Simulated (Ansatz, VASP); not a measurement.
**Si2W: VASP beside Ansatz**

Aim: how closely do two programs agree when they are given the same cell, functional and k mesh? The cell is taken from a series of runs on this material, whose earlier steps may have relaxed, scaled, displaced or heated it; both programs get it as it stands.

Program: Ansatz 0.2.0. Level of theory: plane waves, with VASP 6.6.1 beside it; zone-centre phonons at PBEsol. Results are calculated unless marked as measured.

## Step 1: Set-up

The structure is tetragonal, space group I4/mmm (No. 139). The conventional cell has a = 3.192 Å, b = 3.192 Å, c = 7.972 Å, α = 90.00°, β = 90.00°, γ = 90.00°. Nearest to Si lie 5 W at 2.61 to 2.67 Å and 5 Si at 2.63 Å. Nearest to W lie 10 Si at 2.61 to 2.67 Å. Farther neighbours are not listed.

## Step 2: VASP: zone-centre phonons, PBEsol

Second derivatives magnify differences that forces hide, and they need a tight electronic threshold.

Lines of VASP's logs that name or quote its potential files are left out, and so is its time.

INCAR reads:

```
SYSTEM = Si2W
PREC = Accurate
ENCUT = 600
EDIFF = 1E-08
NELM = 120
ISMEAR = 1
SIGMA = 0.2
LREAL = .FALSE.
ALGO = Normal
GGA = PS
NBANDS = 13
LASPH = .TRUE.
LORBIT = 11
LWAVE = .FALSE.
LCHARG = .FALSE.
ISIF = 2
IBRION = 8
GGA_COMPAT = .FALSE.
KPAR = 2
```

POSCAR reads:

```
Si2W
1.0
   -1.5959072801      1.5959072801      3.9861175026
    1.5959072801     -1.5959072801      3.9861175026
    1.5959072801      1.5959072801     -3.9861175026
Si W
2 1
Direct
    0.3349023322      0.3349023322      0.0000000000
    0.6650976678      0.6650976678      0.0000000000
    0.0000000000      0.0000000000      0.0000000000
```

KPOINTS reads:

```
Automatic mesh
0
Gamma
20 20 20
0 0 0
```

The projector-augmented-wave data sets are Si and W (PBE family, release 64).

Command:

```
$ mpirun -np 2 vasp_std
```

Numbers of over 12 decimals in the logs are rounded to 6 here.

The log of the run:

```text
[banner, memory and clock lines left out]
running    2 mpi-ranks, on    1 nodes
 distrk:  each k-point on    1 cores,    2 groups
 distr:  one band on    1 cores,    1 groups

 POSCAR found type information on POSCAR SiW
 POSCAR found :  2 types and       3 ions
|                                                                             |
|               ----> ADVICE to this user running VASP <----                  |
|                                                                             |
|     You enforced a specific xc type in the INCAR file but a different       |
|     [... a line on the potential file left out ...]
|     I HOPE YOU KNOW WHAT YOU ARE DOING!                                     |
|                                                                             |

 LDA part: xc-table for (Slater+PW92), standard interpolation
 POSCAR, INCAR and KPOINTS ok, starting setup
 FFT: planning ... GRIDC
 FFT: planning ... GRID_SOFT
 FFT: planning ... GRID
 WAVECAR not read
 entering main loop
       N       E                     dE             d eps       ncg     rms          rms(c)
DAV:   1     0.323127382581E+02    0.32313E+02   -0.65512E+03 16674   0.105E+03
DAV:   2    -0.247802966855E+02   -0.57093E+02   -0.52000E+02 20072   0.201E+02
DAV:   3    -0.275526391697E+02   -0.27723E+01   -0.26855E+01 22962   0.351E+01
DAV:   4    -0.275939396991E+02   -0.41301E-01   -0.41214E-01 19898   0.483E+00
DAV:   5    -0.275945727776E+02   -0.63308E-03   -0.63287E-03 23949   0.529E-01    0.260E+01
DAV:   6    -0.268493638902E+02    0.74521E+00   -0.21786E+00 24766   0.932E+00    0.108E+01
DAV:   7    -0.267259961155E+02    0.12337E+00   -0.25070E-01 19016   0.330E+00    0.556E+00
DAV:   8    -0.266992401575E+02    0.26756E-01   -0.47916E-02 21878   0.159E+00    0.499E-01
DAV:   9    -0.266988219472E+02    0.41821E-03   -0.25323E-03 19939   0.346E-01    0.285E-01
DAV:  10    -0.266987741551E+02    0.47792E-04   -0.44241E-04 21308   0.135E-01    0.661E-02
DAV:  11    -0.266987542767E+02    0.19878E-04   -0.67710E-05 20738   0.570E-02    0.238E-02
DAV:  12    -0.266987546548E+02   -0.37805E-06   -0.21474E-06 20857   0.114E-02    0.106E-02
DAV:  13    -0.266987542968E+02    0.35799E-06   -0.14853E-07 22011   0.271E-03    0.191E-03
DAV:  14    -0.266987542693E+02    0.27434E-07   -0.57805E-09 13889   0.540E-04    0.400E-04
DAV:  15    -0.266987542715E+02   -0.21585E-08   -0.73952E-10 10763   0.246E-04
   1 F= -.26698754E+02 E0= -.26699160E+02  d E =0.121613E-02
 Linear response reoptimize wavefunctions to high precision
DAV:   1    -0.266987542784E+02   -0.69167E-08   -0.17616E-10 12825   0.949E-05
DAV:   2    -0.266987542784E+02   -0.72760E-11   -0.21728E-11 10183   0.442E-05
 Linear response DOF=           4
 Linear response progress:
  Degree of freedom:   1/  4
       N       E                     dE             d eps       ncg     rms          rms(c)
RMM:   1    -0.176850916855E-01   -0.17685E-01    0.14382E-02135915   0.876E-01
RMM:   2    -0.163596860795E-01    0.13254E-02   -0.66673E-04 88212   0.210E-01    0.904E-02
RMM:   3    -0.164288907431E-01   -0.69205E-04   -0.13187E-04 89155   0.587E-02    0.495E-02
RMM:   4    -0.165789569405E-01   -0.15007E-03   -0.83879E-05 88559   0.443E-02    0.112E-02
RMM:   5    -0.165621278694E-01    0.16829E-04   -0.16806E-06 92745   0.889E-03    0.112E-03
RMM:   6    -0.165670613661E-01   -0.49335E-05   -0.18048E-07 93556   0.159E-03    0.664E-04
RMM:   7    -0.165665409368E-01    0.52043E-06    0.38794E-09 95018   0.381E-04    0.581E-05
RMM:   8    -0.165669600284E-01   -0.41909E-06   -0.55284E-09 96060   0.119E-04    0.167E-05
RMM:   9    -0.165669250171E-01    0.35011E-07    0.27447E-10 98993   0.311E-05    0.280E-06
RMM:  10    -0.165669324523E-01   -0.74352E-08   -0.12486E-09 99182   0.123E-05    0.117E-06
 first order change of Fermi-energy   0.18013E-04
 force on displaced ion       1 direction 1 :  -8.641  -0.000  -0.000
 Linear response progress:
  Degree of freedom:   2/  4
       N       E                     dE             d eps       ncg     rms          rms(c)
RMM:   1    -0.252102027209E-01   -0.25210E-01    0.37737E-02 41924   0.109E+00
RMM:   2    -0.226074434463E-01    0.26028E-02   -0.11397E-03 26701   0.276E-01    0.149E-01
RMM:   3    -0.225851073264E-01    0.22336E-04   -0.53805E-04 26675   0.111E-01    0.108E-01
RMM:   4    -0.226471454065E-01   -0.62038E-04   -0.47764E-05 27903   0.353E-02    0.494E-02
RMM:   5    -0.226960474026E-01   -0.48902E-04   -0.61628E-06 27513   0.123E-02    0.139E-02
RMM:   6    -0.226976604464E-01   -0.16130E-05   -0.35166E-07 28211   0.364E-03    0.202E-03
RMM:   7    -0.226953037461E-01    0.23567E-05   -0.10691E-07 28839   0.130E-03    0.586E-04
RMM:   8    -0.226952800663E-01    0.23680E-07   -0.84865E-09 29497   0.228E-04    0.160E-04
RMM:   9    -0.226954874265E-01   -0.20736E-06   -0.19072E-09 29564   0.554E-05    0.163E-05
RMM:  10    -0.226954855638E-01    0.18626E-08   -0.10165E-09 30525   0.174E-05    0.486E-06
 first order change of Fermi-energy  -0.32409E+00
 force on displaced ion       1 direction 3 :   0.000   0.000 -12.417
 Linear response progress:
  Degree of freedom:   3/  4
       N       E                     dE             d eps       ncg     rms          rms(c)
RMM:   1    -0.120742101073E+00   -0.12074E+00   -0.10305E-01 58822   0.179E+00
RMM:   2    -0.119780865541E+00    0.96124E-03   -0.13160E-03 47251   0.258E-01    0.155E-01
RMM:   3    -0.119394101361E+00    0.38676E-03   -0.20536E-04 48412   0.809E-02    0.882E-02
RMM:   4    -0.119485138642E+00   -0.91037E-04   -0.26589E-04 47641   0.950E-02    0.120E-02
RMM:   5    -0.119476506475E+00    0.86322E-05   -0.65147E-06 51855   0.166E-02    0.340E-03
RMM:   6    -0.119482160933E+00   -0.56545E-05   -0.13951E-07 50688   0.219E-03    0.785E-04
RMM:   7    -0.119482143134E+00    0.17800E-07   -0.10179E-08 52671   0.569E-04    0.126E-04
RMM:   8    -0.119482045518E+00    0.97615E-07   -0.28398E-09 52694   0.116E-04    0.505E-05
RMM:   9    -0.119481790599E+00    0.25492E-06   -0.23219E-09 54422   0.497E-05    0.609E-06
RMM:  10    -0.119481749085E+00    0.41514E-07   -0.31614E-09 54865   0.233E-05    0.225E-06
RMM:  11    -0.119481762148E+00   -0.13063E-07   -0.34159E-09 50439   0.160E-05    0.373E-07
RMM:  12    -0.119481765466E+00   -0.33185E-08   -0.30110E-09 42755   0.137E-05    0.102E-07
 first order change of Fermi-energy  -0.84206E-03
 force on displaced ion       3 direction 1 : -10.896  -0.000   0.000
 Linear response progress:
  Degree of freedom:   4/  4
       N       E                     dE             d eps       ncg     rms          rms(c)
RMM:   1    -0.137536218362E+00   -0.13754E+00   -0.12663E-01 32617   0.185E+00
RMM:   2    -0.132764166210E+00    0.47721E-02   -0.22715E-03 25788   0.322E-01    0.177E-01
RMM:   3    -0.132116228736E+00    0.64794E-03   -0.79628E-04 26854   0.132E-01    0.936E-02
RMM:   4    -0.132122442059E+00   -0.62133E-05   -0.25811E-04 26761   0.872E-02    0.293E-02
RMM:   5    -0.132173414208E+00   -0.50972E-04   -0.44148E-05 26399   0.390E-02    0.653E-03
RMM:   6    -0.132183614279E+00   -0.10200E-04   -0.87588E-07 29131   0.548E-03    0.180E-03
RMM:   7    -0.132176692543E+00    0.69217E-05   -0.15195E-07 27540   0.183E-03    0.214E-04
RMM:   8    -0.132177045043E+00   -0.35250E-06   -0.51107E-09 29208   0.289E-04    0.119E-04
RMM:   9    -0.132177160554E+00   -0.11551E-06   -0.31223E-09 29593   0.819E-05    0.518E-05
RMM:  10    -0.132177147848E+00    0.12706E-07   -0.48609E-09 29877   0.404E-05    0.631E-06
RMM:  11    -0.132177159746E+00   -0.11899E-07   -0.84925E-09 30712   0.209E-05    0.154E-06
RMM:  12    -0.132177160932E+00   -0.11855E-08   -0.62868E-09 25164   0.158E-05    0.580E-07
 first order change of Fermi-energy   0.53681E-03
 force on displaced ion       3 direction 3 :  -0.000  -0.000 -12.826
 Linear response finished
```

Parts of OUTCAR (step 2):

```text
ion  position               nearest neighbor table
   1  0.335  0.335  0.000-   3 2.61   3 2.61   3 2.61   3 2.61   2 2.63   2 2.63   2 2.63   2 2.63
                             2 2.63   3 2.67
   2  0.665  0.665  0.000-   3 2.61   3 2.61   3 2.61   3 2.61   1 2.63   1 2.63   1 2.63   1 2.63
                             1 2.63   3 2.67
   3  0.000  0.000  0.000-   2 2.61   1 2.61   2 2.61   1 2.61   2 2.61   1 2.61   1 2.61   2 2.61
                             1 2.67   2 2.67

  LATTYP: Found a body centered tetragonal cell.
 ALAT       =     3.1918145602
 C/A-ratio  =     2.4977124626

 Subroutine GETGRP returns: Found 16 space group operations
 (whereof 16 operations were pure point group operations)

The static configuration has the point symmetry D_4h.

 Found    641 irreducible k-points:

   k-points           NKPTS =    641   k-points in BZ     NKDIM =    641   number of bands    NBANDS=     13

   dimension x,y,z NGX =    40 NGY =   40 NGZ =   40
   dimension x,y,z NGXF=    80 NGYF=   80 NGZF=   80

   ENCUT  =  600.0 eV  44.10 Ry    6.64 a.u.   9.15  9.15  9.15*2*pi/ulx,y,z

   NELECT =      14.0000    total number of electrons

 k-points in reciprocal lattice and weights: Automatic mesh
   0.00000000  0.00000000  0.00000000       0.000
   0.05000000  0.00000000 -0.00000000       0.001
   0.10000000  0.00000000 -0.00000000       0.001
   0.15000000  0.00000000 -0.00000000       0.001
   0.20000000  0.00000000 -0.00000000       0.001
   0.25000000  0.00000000  0.00000000       0.001
   0.30000000  0.00000000 -0.00000000       0.001
   0.35000000  0.00000000 -0.00000000       0.001
   0.40000000  0.00000000  0.00000000       0.001
[...]
-0.45000000 -0.45000000  0.45000000       0.000
   0.50000000  0.50000000  0.50000000       0.000

 average (electrostatic) potential at core
       1 -79.1529       2 -79.1529       3 -34.7157

  Total       -0.0796976     -0.0796976     -2.5399005      0.0000000      0.0000000      0.0000000
  in kB       -3.1443486     -3.1443486   -100.2078842      0.0000000      0.0000000      0.0000000
  external PRESSURE =     -35.4988605 kB  Pullay stress =       0.0000000 kB

  energy-cutoff  :      600.00
  volume of cell :       40.61
      direct lattice vectors                 reciprocal lattice vectors
    -1.595907280  1.595907280  3.986117503     0.000000000  0.313301409  0.125435339
     1.595907280 -1.595907280  3.986117503     0.313301409  0.000000000  0.125435339
     1.595907280  1.595907280 -3.986117503     0.313301409  0.313301409  0.000000000

 POSITION                                       TOTAL-FORCE (eV/Angst)
 -----------------------------------------------------------------------------------
      0.00000      0.00000      2.66992        -0.000000     -0.000000      0.006819
      0.00000      0.00000      5.30231         0.000000      0.000000     -0.006819
      0.00000      0.00000      0.00000        -0.000000     -0.000000      0.000000
 -----------------------------------------------------------------------------------
    total drift:                                0.000000      0.000000     -0.000000

 Eigenvectors and eigenvalues of the dynamical matrix
 ----------------------------------------------------

   1 f  =   12.661455 THz    79.554268 2PiTHz  422.340677 cm-1    52.363547 meV
             X         Y         Z           dx          dy          dz
      0.000000  0.000000  2.669920    -0.000000   -0.000000   -0.707107
      0.000000  0.000000  5.302315     0.000000    0.000000    0.707107
      0.000000  0.000000  0.000000    -0.000000    0.000000    0.000000

   2 f  =   10.148401 THz    63.764281 2PiTHz  338.514205 cm-1    41.970393 meV
             X         Y         Z           dx          dy          dz
      0.000000  0.000000  2.669920     0.236493    0.666387   -0.000000
      0.000000  0.000000  5.302315    -0.236493   -0.666387    0.000000
      0.000000  0.000000  0.000000     0.000000    0.000000    0.000000

   3 f  =   10.148401 THz    63.764281 2PiTHz  338.514205 cm-1    41.970393 meV
             X         Y         Z           dx          dy          dz
      0.000000  0.000000  2.669920     0.666387   -0.236493   -0.000000
      0.000000  0.000000  5.302315    -0.666387    0.236493    0.000000
      0.000000  0.000000  0.000000     0.000000   -0.000000    0.000000

   4 f  =    8.534969 THz    53.626790 2PiTHz  284.695914 cm-1    35.297779 meV
             X         Y         Z           dx          dy          dz
      0.000000  0.000000  2.669920    -0.000000    0.000000    0.618848
      0.000000  0.000000  5.302315     0.000000    0.000000    0.618848
      0.000000  0.000000  0.000000     0.000000    0.000000   -0.483793

   5 f  =    7.866557 THz    49.427037 2PiTHz  262.400104 cm-1    32.533452 meV
             X         Y         Z           dx          dy          dz
      0.000000  0.000000  2.669920    -0.618847   -0.000000   -0.000000
      0.000000  0.000000  5.302315    -0.618847    0.000000    0.000000
      0.000000  0.000000  0.000000     0.483794   -0.000000    0.000000

   6 f  =    7.866557 THz    49.427037 2PiTHz  262.400104 cm-1    32.533452 meV
             X         Y         Z           dx          dy          dz
      0.000000  0.000000  2.669920    -0.000000   -0.618847    0.000000
      0.000000  0.000000  5.302315     0.000000   -0.618847    0.000000
      0.000000  0.000000  0.000000    -0.000000    0.483794    0.000000

   7 f/i=    0.000322 THz     0.002022 2PiTHz    0.010737 cm-1     0.001331 meV
             X         Y         Z           dx          dy          dz
      0.000000  0.000000  2.669920    -0.000000    0.342094    0.000000
      0.000000  0.000000  5.302315     0.000000    0.342094    0.000000
      0.000000  0.000000  0.000000     0.000000    0.875182    0.000000

   8 f/i=    0.000322 THz     0.002022 2PiTHz    0.010737 cm-1     0.001331 meV
             X         Y         Z           dx          dy          dz
      0.000000  0.000000  2.669920    -0.342094    0.000000    0.000000
      0.000000  0.000000  5.302315    -0.342094    0.000000   -0.000000
      0.000000  0.000000  0.000000    -0.875182    0.000000    0.000000

   9 f/i=    0.000336 THz     0.002111 2PiTHz    0.011205 cm-1     0.001389 meV
             X         Y         Z           dx          dy          dz
      0.000000  0.000000  2.669920     0.000000   -0.000000    0.342093
      0.000000  0.000000  5.302315    -0.000000   -0.000000    0.342093
      0.000000  0.000000  0.000000    -0.000000   -0.000000    0.875183

 ELASTIC MODULI CONTR FROM IONIC RELAXATION (kBar)
 Direction    XX          YY          ZZ          XY          YZ          ZX
 --------------------------------------------------------------------------------
 XX         -30.4878    -30.4878    -49.1170      0.0000     -0.0000      0.0000
 YY         -30.4878    -30.4878    -49.1170      0.0000     -0.0000      0.0000
 ZZ         -49.1170    -49.1170    -79.1295      0.0000     -0.0000      0.0000
 XY           0.0000      0.0000      0.0000      0.0000      0.0000      0.0000
 YZ          -0.0000     -0.0000     -0.0000      0.0000    -28.3339     -0.0000
 ZX           0.0000      0.0000      0.0000      0.0000     -0.0000    -10.2519
 --------------------------------------------------------------------------------
```

The data set W keeps the semicore shell frozen, which is cheaper and a little less accurate.

(Continued in part 2 of 2.)

[Lines on the potential files, build, host, timing and source positions are cut from VASP's logs without a mark.]

[Logs are printed without paths, hosts, clocks, repeated set-up lines and the standing remarks that a program may print on its own settings, such as how far it seeks lower states.]

[Hosts, paths, dates, database ids (printed as entryN), source tags and the programs' standing remarks are cut or masked in the printed files.]
